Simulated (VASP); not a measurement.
# Lattice of P, functional by functional, part 2 of 3

How much does the relaxed cell of P depend on the functional? The starting structure is a measured crystal structure from the Crystallography Open Database. The first relaxation on each setting starts from this cell expanded by 3 % in volume.

VASP 6.6.1.

Results so far: PBEsol 17.84 Å³ an atom; LDA 17.34 Å³ an atom; PBE 21.29 Å³ an atom.

## Step 5: Relaxation with PBEsol + D3(BJ)

Level of this step: PBEsol with D3(BJ); plane waves and PAW (P) (VASP).

D3 with Becke-Johnson damping keeps a finite attraction at short range. This run starts from the cell of an earlier relaxation, which isn't shown; the restart sets up the plane waves anew.

INCAR reads:

```
SYSTEM = P
PREC = Accurate
ENCUT = 450
EDIFF = 1E-06
NELM = 100
ISMEAR = 0
SIGMA = 0.03
LREAL = .FALSE.
ALGO = Normal
GGA = PS
IVDW = 12
NBANDS = 16
LORBIT = 11
LWAVE = .FALSE.
LCHARG = .FALSE.
KPAR = 8
IBRION = 2
NSW = 50
ISIF = 3
EDIFFG = -0.006
```

POSCAR reads:

```
P
1.0
    3.3355822578      0.0000000000      0.0000000000
    0.0000000000      0.0000000000      3.8228209312
    1.6677911289     -4.9637288349      0.0000000000
P
4
Direct
    0.6109150993      0.4439277902      0.7781698015
    0.8890849007      0.9439277902      0.2218301985
    0.3890849007      0.5560722098      0.2218301985
    0.1109150993      0.0560722098      0.7781698015
```

KPOINTS reads:

```
Automatic mesh
0
Gamma
8 6 8
0 0 0
```

PAW data sets: P (PBE family, release 64).

The run is started by

```
mpirun -np 8 vasp_std
```

Log:

```text
[banner, memory and clock lines left out]
running    8 mpi-ranks, on    1 nodes
[...]
[... a notice as in an earlier step ...]

 [... a notice as in an earlier step ...]

 LDA part: xc-table for (Slater+PW92), standard interpolation
 POSCAR, INCAR and KPOINTS ok, starting setup
[...]
entering main loop
       N       E                     dE             d eps       ncg     rms          rms(c)
DAV:   1     0.468834772226E+02    0.46883E+02   -0.78771E+03  2688   0.963E+02
DAV:   2    -0.205561406349E+02   -0.67440E+02   -0.64989E+02  3752   0.153E+02
DAV:   3    -0.230976587140E+02   -0.25415E+01   -0.25270E+01  3672   0.314E+01
DAV:   4    -0.231182457120E+02   -0.20587E-01   -0.20583E-01  3400   0.345E+00
[...]
DAV:  10    -0.229549828368E+02    0.13429E-04   -0.63421E-05  3424   0.455E-02    0.424E-02
DAV:  11    -0.229549841673E+02   -0.13306E-05   -0.10327E-05  3568   0.217E-02    0.745E-03
DAV:  12    -0.229549842743E+02   -0.10701E-06   -0.36255E-07  1728   0.400E-03
   1 F= -.24382722E+02 E0= -.24382631E+02  d E =-.243827E+02
[... from here on, the cycles between the ionic steps are left out ...]
   2 F= -.24382728E+02 E0= -.24382638E+02  d E =-.643330E-05
   3 F= -.24382728E+02 E0= -.24382638E+02  d E =-.643128E-05
   4 F= -.24382734E+02 E0= -.24382644E+02  d E =-.599435E-05
[...]
trial-energy change:   -0.000006  1 .order   -0.000007   -0.000008   -0.000006
 step:   2.4436(harm=  2.5561)  dis= 0.00088  next Energy=   -24.382745 (dE=-0.161E-04)
 reached required accuracy - stopping structural energy minimisation
```

Run time: 29 s. Hardware: 8 MPI ranks of AMD EPYC 7R43, shared host; peak memory 1.4 GiB; 3.8 min of CPU time.

Parts of OUTCAR (step 5):

```text
 Edisp (eV)   -1.42692

 Edisp (eV)   -1.42664

  Total      -0.00410    -0.00343     0.00885     0.00000     0.00000     0.00000
  in kB      -0.10375    -0.08677     0.22384     0.00000     0.00000     0.00000
  external pressure =        0.01 kB  Pullay stress =        0.00 kB

 POSITION                                       TOTAL-FORCE (eV/Angst)
 -----------------------------------------------------------------------------------
      3.33532     -3.86472      1.69743         0.000000     -0.004486     -0.001732
      3.33532     -1.10133      3.60951        -0.000000      0.004486     -0.001732
      1.66766     -1.10133      2.12674        -0.000000      0.004486      0.001732
      1.66766     -3.86472      0.21465         0.000000     -0.004486      0.001732
 -----------------------------------------------------------------------------------
    total drift:                               -0.000000      0.000000     -0.000000

  FREE ENERGIE OF THE ION-ELECTRON SYSTEM (eV)
  ---------------------------------------------------
  free  energy   TOTEN  =       -24.3827344426 eV

  energy  without entropy=      -24.3825533869  energy(sigma->0) =      -24.38264391

[... 2 parts as in an earlier step ...]

[... 2 further parts left out ...]
[key lines of the parts left out:]
E-fermi :   8.6785
```

With PBEsol + D3(BJ) the relaxed cell holds 15.835 Å³ an atom, -16.80 % against the measured cell, with a = 3.335 Å, b = 9.932 Å and c = 3.824 Å. That is -11.25 % from PBEsol.

## Step 6: Relaxation with r2SCAN

r2SCAN adds the kinetic-energy density, costs more than a GGA and is run with LASPH. This run starts from the cell of an earlier relaxation, which isn't shown; the restart sets up the plane waves anew.

INCAR, as its differences from that of step 5:

```diff
@@ -9,4 +9,4 @@
 ALGO = Normal
-GGA = PS
-IVDW = 12
+METAGGA = R2SCAN
+LASPH = .TRUE.
 NBANDS = 16
```

POSCAR reads:

```
P
1.0
    3.2937983573      0.0000000000      0.0000000000
    0.0000000000      0.0000000000      4.5497076159
    1.6468991786     -5.5031021066      0.0000000000
P
4
Direct
    0.5951261018      0.4109426784      0.8097477965
    0.9048738982      0.9109426784      0.1902522035
    0.4048738982      0.5890573216      0.1902522035
    0.0951261018      0.0890573216      0.8097477965
```

KPOINTS is that of step 5.

The run is started by

```
mpirun -np 8 vasp_std
```

Log:

```text
[banner, memory and clock lines left out]
running    8 mpi-ranks, on    1 nodes
[...]
[... a notice as in an earlier step ...]

 [... a notice as in an earlier step ...]

 LDA part: xc-table for (None), standard interpolation
 POSCAR, INCAR and KPOINTS ok, starting setup
[...]
entering main loop
       N       E                     dE             d eps       ncg     rms          rms(c)
DAV:   1     0.399038737041E+02    0.39904E+02   -0.78007E+03  2688   0.962E+02
DAV:   2    -0.363816637409E+02   -0.76286E+02   -0.73747E+02  3656   0.158E+02
DAV:   3    -0.397141259378E+02   -0.33325E+01   -0.33186E+01  3672   0.359E+01
DAV:   4    -0.397495271486E+02   -0.35401E-01   -0.35390E-01  3432   0.439E+00
[...]
DAV:  11    -0.359199799654E+02   -0.25872E-04   -0.37774E-05  3256   0.549E-02    0.113E-02
DAV:  12    -0.359199814390E+02   -0.14736E-05   -0.97458E-07  2840   0.733E-03    0.447E-03
DAV:  13    -0.359199822302E+02   -0.79118E-06   -0.30261E-07  1952   0.407E-03
   1 F= -.35919982E+02 E0= -.35919982E+02  d E =-.359200E+02
[...]
reached required accuracy - stopping structural energy minimisation
```

Run time: 82 s. Hardware: 8 MPI ranks; peak memory 1.5 GiB.

From OUTCAR (step 6):

```text
  Total        0.0107115     -0.0090251      0.0036782     -0.0000000      0.0000000      0.0000000
  in kB        0.2080996     -0.1753378      0.0714598     -0.0000000      0.0000000      0.0000000
  external PRESSURE =       0.0347405 kB  Pullay stress =       0.0000000 kB

 POSITION                                       TOTAL-FORCE (eV/Angst)
 -----------------------------------------------------------------------------------
      3.29380     -4.45612      1.86967        -0.000000     -0.000913     -0.002132
      3.29380     -1.04698      4.14452         0.000000      0.000913     -0.002132
      1.64690     -1.04698      2.68004         0.000000      0.000913      0.002132
      1.64690     -4.45612      0.40518        -0.000000     -0.000913      0.002132
 -----------------------------------------------------------------------------------
    total drift:                                0.000000     -0.000000      0.000000

  FREE ENERGIE OF THE ION-ELECTRON SYSTEM (eV)
  ---------------------------------------------------
  free  energy   TOTEN  =       -35.9199822302 eV

  energy  without entropy=      -35.9199822302  energy(sigma->0) =      -35.91998223

[... 2 parts as in an earlier step ...]

[... 2 further parts left out ...]
[key lines of the parts left out:]
E-fermi :   5.8299
```

With r2SCAN the relaxed cell holds 20.617 Å³ an atom, +8.32 % against the measured cell, with a = 3.294 Å, b = 11.006 Å and c = 4.550 Å. That is +15.55 % from PBEsol.

## Step 7: Relaxation with r2SCAN + rVV10

rVV10 adds a nonlocal correlation energy for dispersion.

INCAR, as its differences from that of step 6:

```diff
@@ -10,2 +10,6 @@
 METAGGA = R2SCAN
+LUSE_VDW = .TRUE.
+IVDW_NL = 2
+BPARAM = 11.95
+CPARAM = 0.0093
 LASPH = .TRUE.
```

POSCAR reads:

```
P
1.0
    3.3492377792      0.0000000000      0.0000000000
    0.0000000000      0.0000000000      4.4226622260
    1.6746188896     -5.2939043657      0.0000000000
P
4
Direct
    0.6016200000      0.4193200000      0.7967600000
    0.8983800000      0.9193200000      0.2032400000
    0.3983800000      0.5806800000      0.2032400000
    0.1016200000      0.0806800000      0.7967600000
```

KPOINTS is that of step 6.

The run is started by

```
mpirun -np 8 vasp_std
```

Log:

```text
[banner, memory and clock lines left out]
running    8 mpi-ranks, on    1 nodes
[...]
[... a notice as in an earlier step ...]

|                                                                             |
|               ----> ADVICE to this user running VASP <----                  |
|                                                                             |
|     You have switched on vdW-DFT.                                           |
|     This routine was written and supplied by Jiri Klimes. We recommend      |
|     that you carefully read and cite the following publications:            |
|       J. Klimes, D.R. Bowler, A. Michelides                                 |
|          J. Phys.: Cond Matt. 22 022201 (2010)                              |
|       J. Klimes, D.R. Bowler, A. Michelides                                 |
|          Phys. Rev. B. 83, 195131 (2011)                                    |
|     and references therein.                                                 |
[...]
Total rVV10 correction in eV:      0.3082180    23.2262589
Total rVV10 correction in eV:      0.3082180    23.2262589
   1 F= -.35550352E+02 E0= -.35550348E+02  d E =-.355504E+02
[... from here on, the cycles between the ionic steps are left out ...]
   2 F= -.35559481E+02 E0= -.35559481E+02  d E =-.912814E-02
   3 F= -.35579865E+02 E0= -.35579865E+02  d E =-.295124E-01
   4 F= -.35579858E+02 E0= -.35579858E+02  d E =-.295060E-01
   5 F= -.35581436E+02 E0= -.35581436E+02  d E =-.157769E-02
   6 F= -.35583623E+02 E0= -.35583608E+02  d E =-.376470E-02
   7 F= -.35582763E+02 E0= -.35582761E+02  d E =-.290469E-02
   8 F= -.35584084E+02 E0= -.35584040E+02  d E =-.422574E-02
   9 F= -.35585005E+02 E0= -.35584961E+02  d E =-.920878E-03
  10 F= -.35585951E+02 E0= -.35585907E+02  d E =-.186697E-02
  11 F= -.35585954E+02 E0= -.35585910E+02  d E =-.186987E-02
  12 F= -.35586025E+02 E0= -.35585981E+02  d E =-.704987E-04
  13 F= -.35586113E+02 E0= -.35586071E+02  d E =-.158802E-03
  14 F= -.35586167E+02 E0= -.35586128E+02  d E =-.543667E-04
  15 F= -.35586188E+02 E0= -.35586153E+02  d E =-.746890E-04
  16 F= -.35586239E+02 E0= -.35586201E+02  d E =-.509235E-04
  17 F= -.35586253E+02 E0= -.35586213E+02  d E =-.656129E-04
[...]
reached required accuracy - stopping structural energy minimisation
```

It took 23 min on 8 MPI ranks; peak memory 2.5 GiB.

Parts of OUTCAR (step 7):

```text
  Total        0.0027788     -0.0034898     -0.0128961      0.0000000      0.0000000      0.0000000
  in kB        0.0566890     -0.0711946     -0.2630903      0.0000000      0.0000000      0.0000000
  external PRESSURE =      -0.0925320 kB  Pullay stress =       0.0000000 kB

 POSITION                                       TOTAL-FORCE (eV/Angst)
 -----------------------------------------------------------------------------------
      3.29713     -4.28030      1.84937        -0.000000     -0.001693     -0.002237
      3.29713     -1.05477      4.08169         0.000000      0.001693     -0.002237
      1.64856     -1.05477      2.61529         0.000000      0.001693      0.002237
      1.64856     -4.28030      0.38296        -0.000000     -0.001693      0.002237
 -----------------------------------------------------------------------------------
    total drift:                                0.000000     -0.000000     -0.000000

  FREE ENERGIE OF THE ION-ELECTRON SYSTEM (eV)
  ---------------------------------------------------
  free  energy   TOTEN  =       -35.5862531984 eV

  energy  without entropy=      -35.5861727985  energy(sigma->0) =      -35.58621300

[... 2 parts as in an earlier step ...]

[... 2 further parts left out ...]
[key lines of the parts left out:]
E-fermi :   6.3788
```

Logs of long relaxations may skip ionic steps without a mark.

With r2SCAN + rVV10 the relaxed cell holds 19.634 Å³ an atom, +3.16 % against the measured cell, with a = 3.297 Å, b = 10.670 Å and c = 4.465 Å. That is +10.04 % from PBEsol.

## Step 8: Relaxation with vdW-DF-cx

vdW-DF-cx takes its exchange from the same plasmon model as its correlation. This run starts from the cell of an earlier relaxation, which isn't shown; the restart sets up the plane waves anew.

INCAR, as its differences from that of step 7:

```diff
@@ -9,7 +9,5 @@
 ALGO = Normal
-METAGGA = R2SCAN
+GGA = CX
+AGGAC = 0
 LUSE_VDW = .TRUE.
-IVDW_NL = 2
-BPARAM = 11.95
-CPARAM = 0.0093
 LASPH = .TRUE.
```

POSCAR reads:

```
P
1.0
    3.3325427316      0.0000000000      0.0000000000
    0.0000000000      0.0000000000      4.2483330250
    1.6662713658     -5.1485262780      0.0000000000
P
4
Direct
    0.6053121602      0.4259514941      0.7893756796
    0.8946878398      0.9259514941      0.2106243204
    0.3946878398      0.5740485059      0.2106243204
    0.1053121602      0.0740485059      0.7893756796
```

KPOINTS is that of step 7.

The run is started by

```
mpirun -np 8 vasp_std
```

Log:

```text
[banner, memory and clock lines left out]
running    8 mpi-ranks, on    1 nodes
[...]
[... a notice as in an earlier step ...]

 [... a notice as in an earlier step ...]

 [... a notice as in an earlier step ...]

 LDA part: xc-table for (Slater+PW92), standard interpolation
 POSCAR, INCAR and KPOINTS ok, starting setup
[...]
entering main loop
       N       E                     dE             d eps       ncg     rms          rms(c)
DAV:   1     0.559874277100E+02    0.55987E+02   -0.77487E+03  2688   0.950E+02
DAV:   2    -0.139528340572E+02   -0.69940E+02   -0.67738E+02  3680   0.152E+02
DAV:   3    -0.168113603663E+02   -0.28585E+01   -0.28467E+01  3648   0.330E+01
DAV:   4    -0.168388871490E+02   -0.27527E-01   -0.27520E-01  3368   0.388E+00
[...]
DAV:  10    -0.167406261261E+02   -0.10636E-04   -0.48755E-05  3384   0.406E-02    0.263E-02
DAV:  11    -0.167406305848E+02   -0.44587E-05   -0.72975E-06  3224   0.213E-02    0.978E-03
DAV:  12    -0.167406307756E+02   -0.19080E-06   -0.30000E-07  1832   0.380E-03
   1 F= -.16740631E+02 E0= -.16740504E+02  d E =-.167406E+02
[...]
reached required accuracy - stopping structural energy minimisation
```

Elapsed: 66 s, on 8 MPI ranks; peak memory 2.9 GiB; 8.6 min of CPU time.

(Part 2 of 3 ends here.)

[Lines on the potential files, build, host, timing and source positions are cut from VASP's logs without a mark.]

[Logs are printed without paths, hosts, clocks, repeated set-up lines and the standing remarks that a program may print on its own settings, such as how far it seeks lower states.]

[Hosts, paths, dates, database ids (printed as entryN), source tags and the programs' standing remarks are cut or masked in the printed files.]
